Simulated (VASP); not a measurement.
A run of VASP 6.6.1 is set up as follows.

INCAR

```
SYSTEM = Mo
PREC = Accurate
ENCUT = 600
EDIFF = 1E-6
ISMEAR = 1
SIGMA = 0.1
LREAL = .False.
LASPH = .True.
NELM = 80
ALGO = Normal
ISIF = 3
LWAVE = .False.
LCHARG = .False.
IBRION = 2
NSW = 90
EDIFFG = -0.01
PSTRESS = 450.0
```

File KPOINTS:

```
Automatic mesh
0
Gamma
  16 16 16
  0 0 0
```

Contents of POSCAR:

```
Mo
1.0
   -1.5734150000      1.5734150000      1.5734150000
    1.5734150000     -1.5734150000      1.5734150000
    1.5734150000      1.5734150000     -1.5734150000
Mo
1
Direct
    0.0000000000      0.0000000000      0.0000000000
```

Potentials or basis: VASP PAW LDA potentials, release 64 (Mo_sv).

Run with:

```console
$ cat potpaw_LDA.64/Mo_sv/POTCAR > POTCAR
$ mpirun -np 1 vasp_std > vasp.out
```

Problem. Estimate the space group after relaxing (to 0.05 Å).

Solution. Im-3m (No. 229).

Problem. Estimate the relaxed volume.

Solution. 13.40 Å³/atom.

The path:
```tsv
step	energy change (eV)	largest force (eV/Å)	pressure (GPa)	volume (Å³)
1	0.0000	0.0000	-8.37	15.58
2	16.5095	0.0000	1204.27	6.56
3	0.0584	0.0000	23.51	14.09
4	0.1230	0.0000	34.06	13.73
5	0.2076	0.0000	45.33	13.39
6	0.1960	0.0000	43.93	13.43
7	0.1967	0.0000	43.96	13.43
8	0.1988	0.0000	44.23	13.42
9	0.1988	0.0000	44.25	13.42
10	0.1989	0.0000	44.25	13.42
11	0.1991	0.0000	44.24	13.42
12	0.1994	0.0000	44.31	13.42
13	0.2000	0.0000	44.37	13.41
14	0.2013	0.0000	44.56	13.41
15	0.2039	0.0000	44.86	13.40
16	0.2051	0.0000	45.03	13.40
```

Caveat: the cell is relaxed towards a set pressure, so the enthalpy falls and the energy may rise. LDA usually gives volumes a few per cent too small.
